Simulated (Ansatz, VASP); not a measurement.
## Cross-check of YTiO3 between VASP and Ansatz

Wanted: the spread between two codes on one cell, functional and k mesh. The cell is a member of a volume series, scaled by 1.04 from a relaxed one, so a pressure remains.

Calculated with Ansatz 0.2.0; plane waves, with VASP 6.6.1 beside it; single point at r2SCAN.

## (1) Set-up

It takes space group Pnma (No. 62, orthorhombic). The conventional cell has a = 5.731 Å, b = 7.728 Å, c = 5.374 Å, α = 90.00°, β = 90.00°, γ = 90.00°. Nearest to Y lie 8 O at 2.29 to 2.72 Å. Ti has 6 O at 2.03 to 2.06 Å nearest. Nearest to O lie 2 Ti at 2.03 Å and 2 Y at 2.29 to 2.34 Å. O has 2 Ti at 2.06 Å and 3 Y at 2.34 to 2.72 Å nearest. Farther neighbours and most contacts between anions are not listed.

Coordinates:

```
Y Ti O
1.0
     5.73051    0.00000    0.00000
     0.00000    7.72805    0.00000
     0.00000    0.00000    5.37410
Y Ti O
4 4 12
Direct
  0.07364 0.25000 0.98042
  0.42636 0.75000 0.48042
  0.57364 0.25000 0.51958
  0.92636 0.75000 0.01958
  0.50000 0.00000 0.00000
  0.00000 0.00000 0.50000
  0.00000 0.50000 0.50000
  0.50000 0.50000 0.00000
  0.46242 0.25000 0.11116
  0.03758 0.75000 0.61116
  0.96242 0.25000 0.38884
  0.53758 0.75000 0.88884
  0.30184 0.05702 0.68974
  0.19816 0.94298 0.18974
  0.80184 0.44298 0.81026
  0.69816 0.55702 0.31026
  0.69816 0.94298 0.31026
  0.80184 0.05702 0.81026
  0.19816 0.55702 0.18974
  0.30184 0.44298 0.68974
```

## (2) VASP: single point, r2SCAN, volume scaled by 1.04

With cell and atoms fixed, the geometry can't cause a difference; cores, projectors, grids and the points listed under the comparison can.

Lines of VASP's logs that name or quote its potential files are left out, and so is its time.

Input file INCAR:

```
SYSTEM = YTiO3
PREC = Accurate
ENCUT = 520
EDIFF = 1E-06
NELM = 100
ISMEAR = 0
SIGMA = 0.05
LREAL = .FALSE.
ALGO = Normal
METAGGA = R2SCAN
LASPH = .TRUE.
NBANDS = 102
LORBIT = 11
LWAVE = .FALSE.
LCHARG = .FALSE.
KPAR = 8
ISIF = 2
```

Input file POSCAR:

```
YTiO3
1.0
    5.7305124859      0.0000000000      0.0000000000
    0.0000000000      7.7280454164      0.0000000000
    0.0000000000      0.0000000000      5.3740989458
Y Ti O
4 4 12
Direct
    0.0736439628      0.2500000000      0.9804170604
    0.4263560372      0.7500000000      0.4804170604
    0.5736439628      0.2500000000      0.5195829396
    0.9263560372      0.7500000000      0.0195829396
    0.5000000000      0.0000000000      0.0000000000
    0.0000000000      0.0000000000      0.5000000000
    0.0000000000      0.5000000000      0.5000000000
    0.5000000000      0.5000000000      0.0000000000
    0.4624228370      0.2500000000      0.1111605575
    0.0375771630      0.7500000000      0.6111605575
    0.9624228370      0.2500000000      0.3888394425
    0.5375771630      0.7500000000      0.8888394425
    0.3018399079      0.0570166508      0.6897444605
    0.1981600921      0.9429833492      0.1897444605
    0.8018399079      0.4429833492      0.8102555395
    0.6981600921      0.5570166508      0.3102555395
    0.6981600921      0.9429833492      0.3102555395
    0.8018399079      0.0570166508      0.8102555395
    0.1981600921      0.5570166508      0.1897444605
    0.3018399079      0.4429833492      0.6897444605
```

Input file KPOINTS:

```
Automatic mesh
0
Gamma
5 4 5
0 0 0
```

Potentials, in the order of the species: Y_sv, Ti_sv and O (PBE family, release 64).

The run is started by

```
mpirun -np 8 vasp_std
```

Numbers of over 12 decimals in the logs are rounded to 6 here.

Output:

```text
[banner, memory and clock lines left out]
running    8 mpi-ranks, on    1 nodes
 distrk:  each k-point on    1 cores,    8 groups
 distr:  one band on    1 cores,    1 groups

 POSCAR found type information on POSCAR Y TiO
 POSCAR found :  3 types and      20 ions
|                                                                             |
|           W    W    AA    RRRRR   N    N  II  N    N   GGGG   !!!           |
|           W    W   A  A   R    R  NN   N  II  NN   N  G    G  !!!           |
|           W    W  A    A  R    R  N N  N  II  N N  N  G       !!!           |
|           W WW W  AAAAAA  RRRRR   N  N N  II  N  N N  G  GGG   !            |
|           WW  WW  A    A  R   R   N   NN  II  N   NN  G    G                |
|           W    W  A    A  R    R  N    N  II  N    N   GGGG   !!!           |
|                                                                             |
|     For optimal performance we recommend to set                             |
|       NCORE = 2 up to number-of-cores-per-socket                            |
|     NCORE specifies how many cores store one orbital (NPAR=cpu/NCORE).      |
|     This setting can greatly improve the performance of VASP for DFT.       |
|     The default, NCORE=1 might be grossly inefficient on modern             |
|     multi-core architectures or massively parallel machines. Do your        |
|     Unfortunately you need to use the default for GW and RPA                |
|     calculations (for HF NCORE is supported but not extensively tested      |
|     yet).                                                                   |
|                                                                             |

|                                                                             |
|               ----> ADVICE to this user running VASP <----                  |
|                                                                             |
|     You have a (more or less) 'large supercell' and for larger cells it     |
|     might be more efficient to use real-space projection operators.         |
|     Therefore, try LREAL= Auto in the INCAR file.                           |
|     Mind: For very accurate calculation, you might also keep the            |
|     reciprocal projection scheme (i.e. LREAL=.FALSE.).                      |
|                                                                             |

|                                                                             |
|               ----> ADVICE to this user running VASP <----                  |
|                                                                             |
|     You enforced a specific xc type in the INCAR file but a different       |
|     [... a line on the potential file left out ...]
|     I HOPE YOU KNOW WHAT YOU ARE DOING!                                     |
|                                                                             |

 LDA part: xc-table for (None), standard interpolation
 POSCAR, INCAR and KPOINTS ok, starting setup
 FFT: planning ... GRIDC
 FFT: planning ... GRID_SOFT
 FFT: planning ... GRID
 WAVECAR not read
 entering main loop
       N       E                     dE             d eps       ncg     rms          rms(c)
DAV:   1     0.205200577931E+04    0.20520E+04   -0.82991E+04  5580   0.183E+03
DAV:   2     0.506462267708E+02   -0.20014E+04   -0.18932E+04  5608   0.554E+02
DAV:   3    -0.327258340690E+03   -0.37790E+03   -0.36916E+03  6632   0.217E+02
DAV:   4    -0.359490064711E+03   -0.32232E+02   -0.31879E+02  8528   0.631E+01
DAV:   5    -0.361865931014E+03   -0.23759E+01   -0.22946E+01  9080   0.132E+01    0.659E+01
DAV:   6    -0.272500362582E+03    0.89366E+02   -0.19209E+02  7864   0.691E+01    0.444E+01
DAV:   7    -0.274332410896E+03   -0.18320E+01   -0.35740E+01  7386   0.221E+01    0.359E+01
DAV:   8    -0.274614509608E+03   -0.28210E+00   -0.36537E+00  7864   0.778E+00    0.472E+00
DAV:   9    -0.274657971380E+03   -0.43462E-01   -0.38240E-01  8064   0.184E+00    0.169E+00
DAV:  10    -0.274658048382E+03   -0.77002E-04   -0.49986E-02  8048   0.969E-01    0.498E-01
DAV:  11    -0.274658596301E+03   -0.54792E-03   -0.14337E-02  6752   0.393E-01    0.196E-01
DAV:  12    -0.274658675452E+03   -0.79151E-04   -0.18811E-03  7640   0.189E-01    0.799E-02
DAV:  13    -0.274658719455E+03   -0.44002E-04   -0.19710E-04  8464   0.618E-02    0.263E-02
DAV:  14    -0.274658731193E+03   -0.11738E-04   -0.49291E-05  7056   0.259E-02    0.110E-02
DAV:  15    -0.274658734355E+03   -0.31622E-05   -0.97148E-06  6800   0.130E-02    0.727E-03
DAV:  16    -0.274658734030E+03    0.32547E-06   -0.15084E-06  4048   0.502E-03
   1 F= -.27465873E+03 E0= -.27464883E+03  d E =-.197989E-01
```

Parts of OUTCAR (step 2):

```text
ion  position               nearest neighbor table
   1  0.074  0.250  0.980-  11 2.29   9 2.34  15 2.34  18 2.34  13 2.52  20 2.52  19 2.72  14 2.72
                             5 3.12   8 3.12   7 3.25   6 3.25   6 3.42   7 3.42   3 3.79   3 3.79
   2  0.426  0.750  0.480-  12 2.29  10 2.34  16 2.34  17 2.34  14 2.52  19 2.52  13 2.72  20 2.72
                             6 3.12   7 3.12   5 3.25   8 3.25   5 3.42   8 3.42   4 3.79   4 3.79
   3  0.574  0.250  0.520-   9 2.29  11 2.34  13 2.34  20 2.34  18 2.52  15 2.52  16 2.72  17 2.72
                             6 3.12   7 3.12   5 3.25   8 3.25   5 3.42   8 3.42   1 3.79   1 3.79
   4  0.926  0.750  0.020-  10 2.29  12 2.34  14 2.34  19 2.34  17 2.52  16 2.52  18 2.72  15 2.72
                             5 3.12   8 3.12   7 3.25   6 3.25   6 3.42   7 3.42   2 3.79   2 3.79
   5  0.500  0.000  0.000-   9 2.03  12 2.03  14 2.06  18 2.06  17 2.06  13 2.06   1 3.12   4 3.12
                             3 3.25   2 3.25   3 3.42   2 3.42
   6  0.000  0.000  0.500-  10 2.03  11 2.03  13 2.06  17 2.06  14 2.06  18 2.06   2 3.12   3 3.12
                             1 3.25   4 3.25   4 3.42   1 3.42
   7  0.000  0.500  0.500-  10 2.03  11 2.03  16 2.06  20 2.06  19 2.06  15 2.06   2 3.12   3 3.12
                             1 3.25   4 3.25   4 3.42   1 3.42
   8  0.500  0.500  0.000-   9 2.03  12 2.03  15 2.06  19 2.06  16 2.06  20 2.06   1 3.12   4 3.12
                             3 3.25   2 3.25   3 3.42   2 3.42
   9  0.462  0.250  0.111-   5 2.03   8 2.03   3 2.29   1 2.34
  10  0.038  0.750  0.611-   6 2.03   7 2.03   4 2.29   2 2.34
  11  0.962  0.250  0.389-   6 2.03   7 2.03   1 2.29   3 2.34
  12  0.538  0.750  0.889-   5 2.03   8 2.03   2 2.29   4 2.34
  13  0.302  0.057  0.690-   6 2.06   5 2.06   3 2.34   1 2.52   2 2.72
  14  0.198  0.943  0.190-   5 2.06   6 2.06   4 2.34   2 2.52   1 2.72
  15  0.802  0.443  0.810-   8 2.06   7 2.06   1 2.34   3 2.52   4 2.72
  16  0.698  0.557  0.310-   7 2.06   8 2.06   2 2.34   4 2.52   3 2.72
  17  0.698  0.943  0.310-   6 2.06   5 2.06   2 2.34   4 2.52   3 2.72
  18  0.802  0.057  0.810-   5 2.06   6 2.06   1 2.34   3 2.52   4 2.72
  19  0.198  0.557  0.190-   8 2.06   7 2.06   4 2.34   2 2.52   1 2.72
  20  0.302  0.443  0.690-   7 2.06   8 2.06   3 2.34   1 2.52   2 2.72

  LATTYP: Found a simple orthorhombic cell.
 ALAT       =     5.3740989458
 B/A-ratio  =     1.0663206137
 C/A-ratio  =     1.4380169577

 Subroutine GETGRP returns: Found  8 space group operations
 (whereof  2 operations were pure point group operations)

The static configuration has the point symmetry S_2 .
 The point group associated with its full space group is D_2h.

 Found     27 irreducible k-points:

   k-points           NKPTS =     27   k-points in BZ     NKDIM =     27   number of bands    NBANDS=    102

   dimension x,y,z NGX =    48 NGY =   60 NGZ =   40
   dimension x,y,z NGXF=    96 NGYF=  120 NGZF=   80

   ENCUT  =  520.0 eV  38.22 Ry    6.18 a.u.  10.65 14.37  9.99*2*pi/ulx,y,z

   NELECT =     164.0000    total number of electrons

 k-points in reciprocal lattice and weights: Automatic mesh
   0.00000000  0.00000000  0.00000000       0.010
   0.20000000  0.00000000  0.00000000       0.020
   0.40000000  0.00000000  0.00000000       0.020
   0.00000000  0.25000000  0.00000000       0.020
   0.20000000  0.25000000  0.00000000       0.040
   0.40000000  0.25000000  0.00000000       0.040
   0.00000000  0.50000000  0.00000000       0.010
   0.20000000  0.50000000  0.00000000       0.020
   0.40000000  0.50000000  0.00000000       0.020
[...]
0.20000000  0.50000000  0.40000000       0.040
   0.40000000  0.50000000  0.40000000       0.040

 average (electrostatic) potential at core
       1 -38.6268       2 -38.6268       3 -38.6268       4 -38.6268       5 -79.5073
       6 -79.5073       7 -79.5073       8 -79.5073       9 -73.2073      10 -73.2073
      11 -73.2073      12 -73.2073      13 -73.0892      14 -73.0892      15 -73.0892
      16 -73.0892      17 -73.0892      18 -73.0892      19 -73.0892      20 -73.0892

 E-fermi :   7.7340

 k-point     1 :       0.0000    0.0000    0.0000
  band No.  band energies     occupation
    ...
     80       3.3387      2.00000
     81       7.1553      2.00000
     82       7.3188      2.00000
     83       7.3318      2.00000
     84       7.6847      1.83757
     85       7.8944      0.00001
     86       8.2431      0.00000
     87       8.4146      0.00000
     88       8.5271      0.00000
     89       8.5537      0.00000
    ...

 k-point     2 :       0.2000    0.0000    0.0000
  band No.  band energies     occupation
    ...
     79       3.1005      2.00000
     80       3.2650      2.00000
     81       7.3061      2.00000
     82       7.4610      2.00000
     83       7.5365      2.00000
     84       7.8120      0.02751
     85       7.9595      0.00000
     86       8.1794      0.00000
     87       8.4294      0.00000
     88       8.4647      0.00000
    ...

 k-point     3 :       0.4000    0.0000    0.0000
  band No.  band energies     occupation
    ...
     77       2.7392      2.00000
     78       2.9917      2.00000
     79       3.0199      2.00000
     80       3.0457      2.00000
     81       7.5612      2.00000
     82       7.7875      0.13045
     83       7.9075      0.00000
     84       7.9137      0.00000
     85       8.0635      0.00000
     86       8.1166      0.00000
    ...

  Total      -11.7178964    -10.7919041    -10.9461041      0.0000000      0.0000000      0.0000000
  in kB      -78.8844586    -72.6507116    -73.6887803      0.0000000      0.0000000      0.0000000
  external PRESSURE =     -75.0746502 kB  Pullay stress =       0.0000000 kB

  energy-cutoff  :      520.00
  volume of cell :      238.00
      direct lattice vectors                 reciprocal lattice vectors
     5.730512486  0.000000000  0.000000000     0.174504462  0.000000000  0.000000000
     0.000000000  7.728045416  0.000000000     0.000000000  0.129398825  0.000000000
     0.000000000  0.000000000  5.374098946     0.000000000  0.000000000  0.186077705

 POSITION                                       TOTAL-FORCE (eV/Angst)
 -----------------------------------------------------------------------------------
      0.42202      1.93201      5.26886         0.013033      0.000000      0.029616
      2.44324      5.79603      2.58181        -0.013033      0.000000      0.029616
      3.28727      1.93201      2.79229         0.013033      0.000000     -0.029616
      5.30849      5.79603      0.10524        -0.013033      0.000000     -0.029616
      2.86526      0.00000      0.00000         0.000000      0.000000      0.000000
      0.00000      0.00000      2.68705         0.000000      0.000000      0.000000
      0.00000      3.86402      2.68705         0.000000      0.000000      0.000000
      2.86526      3.86402      0.00000         0.000000      0.000000      0.000000
      2.64992      1.93201      0.59739        -0.075882      0.000000     -0.019692
      0.21534      5.79603      3.28444         0.075882      0.000000     -0.019692
      5.51518      1.93201      2.08966        -0.075882      0.000000      0.019692
      3.08059      5.79603      4.77671         0.075882      0.000000      0.019692
      1.72970      0.44063      3.70675         0.012425      0.033406      0.055159
      1.13556      7.28742      1.01971        -0.012425     -0.033406      0.055159
      4.59495      3.42340      4.35439         0.012425     -0.033406     -0.055159
      4.00082      4.30465      1.66734        -0.012425      0.033406     -0.055159
      4.00082      7.28742      1.66734        -0.012425     -0.033406     -0.055159
      4.59495      0.44063      4.35439         0.012425      0.033406     -0.055159
      1.13556      4.30465      1.01971        -0.012425      0.033406      0.055159
      1.72970      3.42340      3.70675         0.012425     -0.033406      0.055159
 -----------------------------------------------------------------------------------
    total drift:                                0.000000      0.000000      0.000000

  FREE ENERGIE OF THE ION-ELECTRON SYSTEM (eV)
  ---------------------------------------------------
  free  energy   TOTEN  =      -274.6587340298 eV

  energy  without entropy=     -274.6389351155  energy(sigma->0) =     -274.64883457

 total charge
# of ion       s       p       d       f       tot
--------------------------------------------------
    1        2.146   6.379   0.870   0.117   9.511
    2        2.146   6.379   0.870   0.117   9.511
    3        2.146   6.379   0.870   0.117   9.511
    4        2.146   6.379   0.870   0.117   9.511
    5        2.174   6.208   1.816   0.000  10.198
    6        2.174   6.208   1.816   0.000  10.198
    7        2.174   6.208   1.816   0.000  10.198
    8        2.174   6.208   1.816   0.000  10.198
    9        1.564   3.531   0.000   0.000   5.095
   10        1.564   3.531   0.000   0.000   5.095
   11        1.564   3.531   0.000   0.000   5.095
   12        1.564   3.531   0.000   0.000   5.095
   13        1.560   3.505   0.000   0.000   5.065
   14        1.560   3.505   0.000   0.000   5.065
   15        1.560   3.505   0.000   0.000   5.065
   16        1.560   3.505   0.000   0.000   5.065
   17        1.560   3.505   0.000   0.000   5.065
   18        1.560   3.505   0.000   0.000   5.065
   19        1.560   3.505   0.000   0.000   5.065
   20        1.560   3.505   0.000   0.000   5.065
--------------------------------------------------
tot         36.011  92.509  10.743   0.469 139.731

[... 3 further parts left out ...]
```

The run ends at a pressure of -7.51 GPa, with forces up to 0.078 eV/Å.

(Continued in part 2 of 2.)

[Lines on the potential files, build, host, timing and source positions are cut from VASP's logs without a mark.]

[Logs are printed without paths, hosts, clocks, repeated set-up lines and the standing remarks that a program may print on its own settings, such as how far it seeks lower states.]

[Hosts, paths, dates, database ids (printed as entryN), source tags and the programs' standing remarks are cut or masked in the printed files.]
